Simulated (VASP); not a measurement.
Level of theory: PBEsol GGA, VASP's PBE PAW potentials (set 64) (plane waves; VASP 6.6.1).

VASP input:

KPOINTS:
```
Automatic mesh
0
Gamma
6 6 6
0 0 0
```

**POSCAR**
```
HfB2
5.5467250
  0.0000000000   0.6950923293   0.7189204440
  0.4035808518   0.0000000000   0.7189204440
  0.4035808518   0.6950923293   0.0000000000
B Hf
4 2
direct
  0.6635000000   0.3365000000   0.6635000000
  0.3365000000   0.6635000000   0.3365000000
  0.5865000000   0.9135000000   0.5865000000
  0.9135000000   0.5865000000   0.9135000000
  0.0000000000   0.0000000000   0.0000000000
  0.2500000000   0.2500000000   0.2500000000
```

### INCAR
```
SIGMA = 0.136
LCHARG = .FALSE.
PREC = Accurate
NELM = 100   ! most electronic steps
GGA = PS   ! PBEsol
ENCUT = 400
LMAXMIX = 6
LASPH = .TRUE.   ! aspherical one-centre terms
ISIF = 2
EDIFF = 1E-6   ! SCF stop (eV)
ISMEAR = -1
SYSTEM = HfB2
ALGO = Normal   ! blocked Davidson
LWAVE = .FALSE.
LREAL = .FALSE.
```

POTCAR, in this order: B Hf_pv (PBE.64 set). Program: vasp_std.

### Question
What will the output report for the number of irreducible k-points (NKPTS), largest plane-wave count, number of space-group operations, FFT grid (NGX, NGY, NGZ)?

### Answer

```
Quantity                                       Value
--------------------------------------  ------------
number of irreducible k-points (NKPTS)            46
largest plane-wave count                        1272
number of space-group operations                   8
FFT grid (NGX, NGY, NGZ)                36 × 30 × 30
```

The structure was generated: HfB2 was put into an ordered model structure, which need not be its known phase. The cell was not relaxed at this level. The k-mesh is coarse (spacing up to 0.30 per Å, 2π included), so the numbers may not be converged in it. The run is one of a series of settings (GGA = PS against the base run), some of them coarse on purpose.
